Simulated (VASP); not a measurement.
Write the native input for VASP 6.6.1 that does the following.

```
Task                   : single point
Functional             : r2SCAN
Potentials or basis    : VASP PAW PBE potentials, release 64 (In_d, Sb, O)
Cutoff                 : 520 eV
k mesh                 : 8 × 8 × 4
Occupations            : gaussian, width 0.1 eV
Spin                   : no spin polarisation
Further INCAR settings : ALGO = Normal; EDIFF = 1e-06
```

The structure of InSbO2 lies in POSCAR:

```
InSbO2
1.0
    3.8419000000      0.0000000000      0.0000000000
    0.0000000000      3.8419000000      0.0000000000
    0.0000000000      0.0000000000      9.8180900000
In Sb O
2 2 4
Direct
    0.0000000000      0.5000000000      0.9042510000
    0.5000000000      0.0000000000      0.0957490000
    0.5000000000      0.0000000000      0.6576170000
    0.0000000000      0.5000000000      0.3423830000
    0.5000000000      0.5000000000      0.7492390000
    0.0000000000      0.0000000000      0.7492390000
    0.0000000000      0.0000000000      0.2507610000
    0.5000000000      0.5000000000      0.2507610000
```

The cell was built by a generator and needn't be a form met in nature.

The input as run:

INCAR

```
PREC     = Accurate       # precision mode
ENCUT    = 520            # plane-wave cutoff, eV
EDIFF    = 1E-6           # SCF threshold, eV
ISMEAR   = 0              # smearing method
SIGMA    = 0.1            # smearing width, eV
LREAL    = F              # projectors in reciprocal space
LASPH    = T              # aspherical terms in the spheres
NELM     = 150            # most SCF steps
ALGO     = Normal         # electronic algorithm
ISIF     = 2              # what is computed and relaxed
LWAVE    = F              # write WAVECAR
LCHARG   = F              # write CHGCAR
METAGGA  = R2SCAN         # meta-GGA
LMIXTAU  = T            
KPAR     = 4
```

KPOINTS

```
regular mesh
0
Gamma
  8 8 4
```

Potentials or basis: VASP PAW PBE potentials, release 64 (In_d, Sb, O).

Run with:

```sh
$ cat potpaw_PBE.64/In_d/POTCAR potpaw_PBE.64/Sb/POTCAR potpaw_PBE.64/O/POTCAR > POTCAR
$ mpirun -np 4 vasp_std > vasp.out
```

Results of the run:

The pressure is -3.9 GPa. The largest force is 0.509 eV/Å and the band gap on the k mesh is none (metal or under the smearing width).

Caveat: the PAW data sets were made with another functional, which shifts forces and pressure a little.

It took 5.8 min on 4 MPI ranks on Intel(R) Xeon(R) Platinum 8488C (Sapphire Rapids), with other jobs on the host, peak memory 0.42 GiB a rank.
